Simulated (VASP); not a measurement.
# Hg3P2 (P4/mmm) in VASP: relaxation of cell and atoms with PBE

Aim: the relaxation of cell and atoms of Hg3P2 with PBE.

Program: VASP 6.6.1. These are calculated values, not measurements. Logs are shortened: lines on timing, memory, paths and dates and some standing lists are left out, and cuts for length are marked.

### 1 The cell of the first run

The structure is tetragonal, space group P4/mmm (No. 123). The conventional cell has a = 4.297 Å, b = 4.297 Å, c = 6.511 Å, α = 90.00°, β = 90.00°, γ = 90.00°. Around Hg (site symmetry 4mm) lie 4 P at 3.06 Å and 6 Hg at 3.19 to 3.46 Å. Around Hg (site symmetry 4/mmm) lie 2 P at 2.06 Å. P (site symmetry 4mm) has 1 Hg at 2.06 Å as nearest neighbours.

The cell was built by a generator and needn't be a form met in nature.

### 2 Relaxation of cell and atoms, PBE (random cell by space group and Wyckoff sites (P4/mmm, No. 123))

INCAR reads:

```
ALGO = Fast
EDIFF = 1E-6
EDIFFG = -0.04
ENCUT = 600
GGA = PE
IBRION = 2
ISIF = 3
ISMEAR = 0
LASPH = True
LCHARG = False
LREAL = False
LWAVE = False
NELM = 100
NSW = 90
PREC = Accurate
SIGMA = 0.1
```

KPOINTS reads:

```
k-points
0
Gamma
  4 4 4
```

POSCAR reads:

```
Hg3P2
1.0
    4.2966257700      0.0000000000      0.0000000000
    0.0000000000      4.2966257700      0.0000000000
    0.0000000000      0.0000000000      6.5114069400
Hg P
3 2
Direct
    0.0000000000      0.0000000000      0.2446311400
    0.0000000000      0.0000000000      0.7553688600
    0.5000000000      0.5000000000      0.5000000000
    0.5000000000      0.5000000000      0.1842461100
    0.5000000000      0.5000000000      0.8157538900
```

Potentials or basis: VASP PAW PBE potentials, release 64 (Hg, P).

Command:

```
cat potpaw_PBE.64/Hg/POTCAR potpaw_PBE.64/P/POTCAR > POTCAR
mpirun -np 1 vasp_std > vasp.out
```

OUTCAR:

```text
EDIFF = 1E-6
   EDIFFG = -0.04
   ENCUT = 600
   GGA = PE
   IBRION = 2
   ISIF = 3
   ISMEAR = 0
   LASPH = True
   LREAL = False
   NELM = 100
   NSW = 90
   PREC = Accurate

 ion  position               nearest neighbor table
   1  0.000  0.000  0.245-   4 3.06   4 3.06   4 3.06   4 3.06   2 3.19   2 3.33   3 3.46   3 3.46
                             3 3.46   3 3.46
   2  0.000  0.000  0.755-   5 3.06   5 3.06   5 3.06   5 3.06   1 3.19   1 3.33   3 3.46   3 3.46
                             3 3.46   3 3.46
   3  0.500  0.500  0.500-   4 2.06   5 2.06   1 3.46   2 3.46   1 3.46   2 3.46   1 3.46   2 3.46
                             1 3.46   2 3.46
   4  0.500  0.500  0.184-   3 2.06   5 2.40   1 3.06   1 3.06   1 3.06   1 3.06
   5  0.500  0.500  0.816-   3 2.06   4 2.40   2 3.06   2 3.06   2 3.06   2 3.06

  LATTYP: Found a simple tetragonal cell.
 ALAT       =     4.2966257700
 C/A-ratio  =     1.5154698800

  Lattice vectors:

 A1 = (   4.2966257700,   0.0000000000,   0.0000000000)
 A2 = (   0.0000000000,   4.2966257700,   0.0000000000)
 A3 = (   0.0000000000,   0.0000000000,   6.5114069400)

Analysis of symmetry for initial positions (statically):
=====================================================================
 Subroutine PRICEL returns:
 Original cell was already a primitive cell.

 Routine SETGRP: Setting up the symmetry group for a
 simple tetragonal supercell.

 Subroutine GETGRP returns: Found 16 space group operations
 (whereof 16 operations were pure point group operations)
 out of a pool of 16 trial point group operations.

The static configuration has the point symmetry D_4h.

Analysis of symmetry for dynamics (positions and initial velocities):
=====================================================================
 Subroutine PRICEL returns:
 Original cell was already a primitive cell.

 Routine SETGRP: Setting up the symmetry group for a
 simple tetragonal supercell.

 Subroutine GETGRP returns: Found 16 space group operations
 (whereof 16 operations were pure point group operations)
 out of a pool of 16 trial point group operations.

The dynamic configuration has the point symmetry D_4h.

 Subroutine INISYM returns: Found 16 space group operations
 (whereof 16 operations are pure point group operations),
 and found     1 'primitive' translations

----------------------------------------------------------------------------------------

                                     Primitive cell

  volume of cell :     120.2070

  direct lattice vectors                    reciprocal lattice vectors
     4.296625770  0.000000000  0.000000000     0.232740772  0.000000000  0.000000000
     0.000000000  4.296625770  0.000000000     0.000000000  0.232740772  0.000000000
     0.000000000  0.000000000  6.511406940     0.000000000  0.000000000  0.153576640

  length of vectors
     4.296625770  4.296625770  6.511406940     0.232740772  0.232740772  0.153576640

  position of ions in fractional coordinates (direct lattice)
     0.000000000  0.000000000  0.244631140
     0.000000000  0.000000000  0.755368860
     0.500000000  0.500000000  0.500000000
     0.500000000  0.500000000  0.184246110
     0.500000000  0.500000000  0.815753890

  ion indices of the primitive-cell ions
   primitive index   ion index
                 1           1
                 2           2
                 3           3
                 4           4
                 5           5

----------------------------------------------------------------------------------------

 KPOINTS: k-points

Automatic generation of k-mesh.
 Grid dimensions read from file:
 generate k-points for:    4    4    4

 Generating k-lattice:

  Cartesian coordinates                     Fractional coordinates (reciprocal lattice)
     0.058185193  0.000000000  0.000000000     0.250000000  0.000000000  0.000000000
     0.000000000  0.058185193  0.000000000     0.000000000  0.250000000  0.000000000
     0.000000000  0.000000000  0.038394160     0.000000000  0.000000000  0.250000000

  Length of vectors
     0.058185193  0.058185193  0.038394160

  Shift w.r.t. Gamma in fractional coordinates (k-lattice)
     0.000000000  0.000000000  0.000000000

 Subroutine IBZKPT returns following result:
 ===========================================

 Found     18 irreducible k-points:

 Following reciprocal coordinates:
            Coordinates               Weight
  0.000000  0.000000  0.000000      1.000000
  0.250000  0.000000  0.000000      4.000000
  0.500000  0.000000  0.000000      2.000000
  0.250000  0.250000  0.000000      4.000000
  0.500000  0.250000  0.000000      4.000000
  0.500000  0.500000  0.000000      1.000000
[... 10 lines left out ...]
  0.500000  0.250000  0.500000      4.000000
  0.500000  0.500000  0.500000      1.000000
   k-points           NKPTS =     18   k-points in BZ     NKDIM =     18   number of bands    NBANDS=     27
   number of dos      NEDOS =    301   number of ions     NIONS =      5
   total plane-waves  NPLWV =  69984
   dimension x,y,z NGX =    36 NGY =   36 NGZ =   54
   dimension x,y,z NGXF=    72 NGYF=   72 NGZF=  108
   ions per type =               3   2
   NGX,Y,Z   is equivalent  to a cutoff of  13.93, 13.93, 13.79 a.u.
   NGXF,Y,Z  is equivalent  to a cutoff of  27.86, 27.86, 27.57 a.u.
 SYSTEM =  unknown system
   PREC   = accura    normal or accurate (medium, high low for compatibility)
   ISTART =      0    job   : 0-new  1-cont  2-samecut
   ICHARG =      2    charge: 1-file 2-atom 10-const
   ISPIN  =      1    spin polarized calculation?
   LNONCOLLINEAR =      F non collinear calculations
   LSORBIT =      F    spin-orbit coupling
   LASPH  =      T    aspherical Exc in radial PAW
   ENCUT  =  600.0 eV  44.10 Ry    6.64 a.u.   8.58  8.58 13.00*2*pi/ulx,y,z
   NELM   =    100;   NELMIN=  2; NELMDL= -5     # of ELM steps
   EDIFF  = 0.1E-05   stopping-criterion for ELM
   LREAL  =      F    real-space projection
   EDIFFG = -.4E-01   stopping-criterion for IOM
   NSW    =     90    number of steps for IOM
   IBRION =      2    ionic relax: 0-MD 1-quasi-New 2-CG
   NFREE  =      1    steps in history (QN), initial steepest desc. (CG)
   ISIF   =      3    stress and relaxation
   ISYM   =      2    0-nonsym 1-usesym 2-fastsym
   POTIM  = 0.5000    time-step for ionic-motion
   TEBEG  =    0.0;   TEEND  =   0.0 temperature during run
   PSTRESS=    0.0 pullay stress
   NELECT =      46.0000    total number of electrons
   NUPDOWN=      -1.0000    fix difference up-down
   EMIN   =  10.00;   EMAX   =-10.00  energy-range for DOS
   EFERMI =   0.00;   METHOD = LEGACY
   ISMEAR =     0;   SIGMA  =   0.10  broadening in eV -4-tet -1-fermi 0-gaus
   EFERMI_NEDOS =   21; number of points for ismear=-14 and -15
   IALGO  =     68    algorithm
   IMIX   =      4    mixing-type and parameters
     AMIX     =   0.40;   BMIX     =  1.00
     AMIX_MAG =   1.60;   BMIX_MAG =  1.00
  volume/ion in A,a.u.               =      24.04       162.24
  Fermi-wavevector in a.u.,A,eV,Ry     =   1.188550  2.246034 19.220287  1.412651
  Thomas-Fermi vector in A             =   2.324677
   LORBIT       =      0    0 simple, 1 ext, 2 COOP (PROOUT), +10 PAW based schemes
   GGA     = PE    functional components
   LHFCALC =     F    Hartree Fock is set to
   AEXX    =    0.0000 exact exchange contribution
   IVDW    =     0    specifies the selected vdW correction
   LEPSILON=     F    determine dielectric tensor
   LRPA    =     F    only Hartree local field effects (RPA)
 conjugate gradient relaxation of ions
 non-spin polarized calculation
 RMM-DIIS sequential band-by-band and
 Gauss-broadening in eV      SIGMA  =   0.10
  energy-cutoff  :      600.00
  volume of cell :      120.21
 maximum number of plane-waves:      4030
 NGX is ok and might be reduce to    36
   NGX = 17   NGY = 17   NGZ = 27

--------------------------------------- Ionic step        1  -------------------------------------------

 number of electron      46.0000003 magnetization

 Free energy of the ion-electron system (eV)
  ---------------------------------------------------
  ext. energy  EPLUGINS =         0.00000000
  ---------------------------------------------------
  free energy    TOTEN  =        -6.21158132 eV

  energy without entropy =       -6.19154519  energy(sigma->0) =       -6.20156326

------------------------ aborting loop because EDIFF is reached ----------------------------------------

  FORCE on cell =-STRESS in cart. coord.  units (eV):
  Direction    XX          YY          ZZ          XY          YZ          ZX
  --------------------------------------------------------------------------------------
  -------------------------------------------------------------------------------------
  Total       -0.9455759     -0.9455759     32.8161322      0.0000000      0.0000000      0.0000000
  in kB      -12.6030911    -12.6030911    437.3892237      0.0000000      0.0000000      0.0000000
  external PRESSURE =     137.3943472 kB  Pullay stress =       0.0000000 kB
[... 98 lines left out ...]
  FREE ENERGIE OF THE ION-ELECTRON SYSTEM (eV)
  ---------------------------------------------------
  free  energy   TOTEN  =        -9.1503876008 eV

  energy  without entropy=       -9.1392776099  energy(sigma->0) =       -9.14483261

 E-fermi :   3.2891     XC(G=0): -10.1575

 val. band max:        3.2774147496   @ k =   0.0000   0.0000   0.5000
 cond. band min:       3.3157239835   @ k =   0.5000   0.2500   0.0000
 fundamental gap:      0.0383092339
 Fermi energy:         3.2891426876

 k-point     1 :       0.0000    0.0000    0.0000
  band No.  band energies     occupation
      1      -9.3285      2.00000
      2      -6.7576      2.00000
      3      -4.1914      2.00000
      4      -3.8359      2.00000
      5      -3.6291      2.00000
      6      -3.5365      2.00000
[... 529 lines left out ...]
     26       6.1260      0.00000
     27       6.1260      0.00000

[... ionic steps 4 to 43 ...]

--------------------------------------- Ionic step       44  -------------------------------------------

 number of electron      46.0000001 magnetization

------------------------ aborting loop because EDIFF is reached ----------------------------------------

  FORCE on cell =-STRESS in cart. coord.  units (eV):
  Direction    XX          YY          ZZ          XY          YZ          ZX
  --------------------------------------------------------------------------------------
  -------------------------------------------------------------------------------------
  Total       -0.0573435     -0.0573435     -0.0748822      0.0000000      0.0000000      0.0000000
  in kB       -0.6689574     -0.6689574     -0.8735605      0.0000000      0.0000000      0.0000000
  external PRESSURE =      -0.7371584 kB  Pullay stress =       0.0000000 kB
[... 63 lines left out ...]
  energy  without entropy=      -10.1089965022  energy(sigma->0) =      -10.11159354

--------------------------------------- Ionic step       46  -------------------------------------------

 number of electron      46.0000002 magnetization

 Free energy of the ion-electron system (eV)
  ---------------------------------------------------
  ext. energy  EPLUGINS =         0.00000000
  ---------------------------------------------------
  free energy    TOTEN  =       -10.11424993 eV

  energy without entropy =      -10.10905099  energy(sigma->0) =      -10.11165046

 E-fermi :   2.0702     XC(G=0):  -9.2104

 val. band max:        2.0021933770   @ k =   0.0000   0.0000   0.2500
 cond. band min:       2.2158707849   @ k =   0.0000   0.0000   0.5000
 fundamental gap:      0.2136774079
 Fermi energy:         2.0702378841

 k-point     1 :       0.0000    0.0000    0.0000
  band No.  band energies     occupation
      1     -10.6224      2.00000
      2      -7.6747      2.00000
      3      -5.1324      2.00000
      4      -4.8306      2.00000
      5      -4.7108      2.00000
      6      -4.6773      2.00000
[... 561 lines left out ...]
  FREE ENERGIE OF THE ION-ELECTRON SYSTEM (eV)
  ---------------------------------------------------
  free  energy   TOTEN  =       -10.1142499339 eV

  energy  without entropy=      -10.1090509918  energy(sigma->0) =      -10.11165046

 reached required accuracy - stopping structural energy minimisation
```

It took 26 min on 1 thread of Intel Xeon Platinum 8488C (Sapphire Rapids), shared host; peak memory 0.3 GiB.

Results:

```
Free energy                            : -10.1142 eV
Relaxed volume                         : 27.43 Å³/atom
Relaxed cell                           : a = 3.908 Å, b = 3.908 Å, c = 8.980 Å, α = 90.00°, β = 90.00°, γ = 90.00°
Space group after relaxing (to 0.05 Å) : P4/mmm (No. 123)
Energy gained by relaxing              : 780.5 meV/atom
Ionic steps                            : 46
Pressure after relaxing                : 0.0 GPa
Largest force after relaxing           : 0.021 eV/Å
Band gap on the k mesh                 : none (metal or under the smearing width)
```

Forces in eV/Å, atoms in the order of the input:
```
Hg   0.000  0.000 -0.006
Hg   0.000  0.000  0.006
Hg   0.000  0.000  0.000
P    0.000  0.000 -0.021
P    0.000  0.000  0.021
```

Stress tensor (GPa, compression positive):
```
-0.05  0.00  0.00
 0.00 -0.05  0.00
 0.00  0.00  0.08
```

The path:
```
step  energy change (eV)  largest force (eV/Å)  pressure (GPa)  volume (Å³)
   1              0.0000                7.6920           13.74       120.21
   3             -2.9388                0.7151           -3.96       138.98
   5             -3.3239                0.7611            0.31       121.40
   7             -3.4888                0.3912            1.48       114.39
   9             -3.5355                0.5354            0.65       116.87
  11             -3.6596                0.7377           -1.03       124.08
  13             -3.6009                2.4057            1.59       128.01
  15             -3.7360                0.3267           -0.10       125.98
  17             -3.7482                0.1986            0.86       127.10
  19             -3.7726                0.2241            0.03       127.50
  21             -3.7856                0.4580           -0.61       129.52
  23             -3.8168                0.4622           -0.75       130.87
  25             -3.8037                0.1350           -1.04       136.15
  27             -3.8463                0.2132           -0.84       133.91
  29             -3.8662                0.2011            0.34       131.04
  31             -3.8784                0.1151            0.62       130.34
  33             -3.8874                0.2459            0.03       132.84
  35             -3.8887                0.3092           -0.16       134.06
  37             -3.8949                0.0716           -0.09       135.60
  39             -3.8986                0.0933            0.06       136.33
  41             -3.9001                0.1195           -0.12       136.94
  43             -3.9015                0.1083           -0.08       137.10
  45             -3.9026                0.0485            0.01       137.24
  46             -3.9027                0.0211           -0.01       137.17
```

Final structure:
```cif
data_structure
_symmetry_space_group_name_H-M 'P 1'
_symmetry_Int_Tables_number 1
_cell_length_a 3.9084
_cell_length_b 3.9084
_cell_length_c 8.9799
_cell_angle_alpha 90.000
_cell_angle_beta 90.000
_cell_angle_gamma 90.000
_cell_volume 137.17
loop_
_atom_site_label
_atom_site_type_symbol
_atom_site_fract_x
_atom_site_fract_y
_atom_site_fract_z
_atom_site_occupancy
Hg1 Hg 0.00000 0.00000 0.16953 1
Hg2 Hg 0.00000 0.00000 0.83047 1
Hg3 Hg 0.50000 0.50000 0.50000 1
P1 P 0.50000 0.50000 0.11993 1
P2 P 0.50000 0.50000 0.88007 1
```

Levels at points of the mesh, in eV from the Fermi level:
```csv
k point,band 19,band 20,band 21,band 22,band 23,band 24,band 25,band 26,band 27
"(0.00, 0.00, 0.00)",-3.00,-2.09,-2.09,-0.79,-0.58,0.18,0.18,1.76,3.85
"(0.50, 0.00, 0.00)",-3.70,-3.62,-1.60,-0.37,-0.19,2.26,2.41,2.93,3.88
"(0.50, 0.50, 0.00)",-4.06,-3.59,-2.55,-2.02,-2.02,-1.60,-0.48,2.46,2.46
"(0.00, 0.00, 0.50)",-3.80,-2.07,-2.07,-1.18,0.15,0.15,0.22,2.10,3.68
"(0.50, 0.00, 0.50)",-3.92,-3.27,-2.44,-0.37,1.07,1.21,2.24,3.32,3.89
"(0.50, 0.50, 0.50)",-3.99,-3.60,-2.27,-2.12,-2.12,-1.60,-1.31,2.79,2.79
```

Caveat: the k mesh is coarse (spacing up to 0.37 Å⁻¹), so the values aren't converged; this functional lacks dispersion, which binds the layers, so the pressure and a relaxed spacing across them are unreliable.
